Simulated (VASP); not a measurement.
All values below come from optB88-vdW, VASP's PBE PAW potentials (set 64) (plane waves; VASP 6.6.1).

VASP input:

KPOINTS:
```
Automatic mesh
0
Gamma
14 14 14
0 0 0
```

**INCAR**
```
AGGAC=0.0
ALGO=Normal
EDIFF=1E-7
ENCUT=520
GGA=BO
ISIF=2
ISMEAR=-5
LASPH=T
LCHARG=T
LMAXMIX=4
LORBIT=11
LREAL=F
LUSE_VDW=T
LWAVE=F
NEDOS=601
NELM=100
PARAM1=0.1833333333
PARAM2=0.22
PREC=Accurate
SYSTEM=TiCo
```

### POSCAR
```
TiCo
1
    2.9594692313     0.0000000000     0.0000000000
    0.0000000000     2.9594692313     0.0000000000
    0.0000000000     0.0000000000     2.9594692313
Ti Co
1 1
Direct
  0.0000000000   0.0000000000   0.0000000000
  0.5000000000   0.5000000000   0.5000000000
```

POTCAR, in this order: Ti_sv Co (PBE.64 set). Program: vasp_std.

### Question
What will the output report for the number of irreducible k-points (NKPTS), largest plane-wave count, number of space-group operations, FFT grid (NGX, NGY, NGZ)?

### Answer

- number of irreducible k-points (NKPTS): 120
- largest plane-wave count: 739
- number of space-group operations: 48
- FFT grid (NGX, NGY, NGZ): 24 × 24 × 24

The compound is TiCo in the CsCl type structure. It was relaxed first. The run is not spin-polarised, so no magnetic state was tried. The electron count is odd and the run is not spin-polarised, which forces a metal.
